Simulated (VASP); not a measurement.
Data:

```xyz
4
Lattice="2.7686 0.0000 0.0000 -1.3843 2.3976 0.0000 0.0000 0.0000 24.0242" Properties=species:S:1:pos:R:3 pbc="T T T"
Pt     0.0000     0.0000     8.6308
Pt     1.3843     0.7992    10.8933
Pt     0.0000     1.5984    13.1309
Pt     0.0000     0.0000    15.3934
```

Computed with PBEsol GGA, VASP's PBE PAW potentials (set 64) (plane waves; VASP). Settings: PREC = Normal, 400 eV cut-off, 11×11×1 Γ-centred mesh, first-order Methfessel-Paxton smearing of 0.10 eV, potentials Pt.

Unless said otherwise, spin-orbit coupling is left out, though it shifts the bands of the heavy elements here.

Q: Predict the energy per atom (σ→0), band gap (on the k-mesh) with the smallest direct gap where there is one.

A: 
```json
{
  "band gap (on the k-mesh)": "none (metal, semimetal or under 0.01 eV)",
  "energy per atom (σ→0)": "-635.1 kJ/mol of atoms"
}
```

Total energies compare only between runs with the same potentials, cut-off and functional.

The cell is a thin slab with vacuum, built from Pt (fcc): (111) face. VASP warned that the highest band is occupied, so more bands are needed.
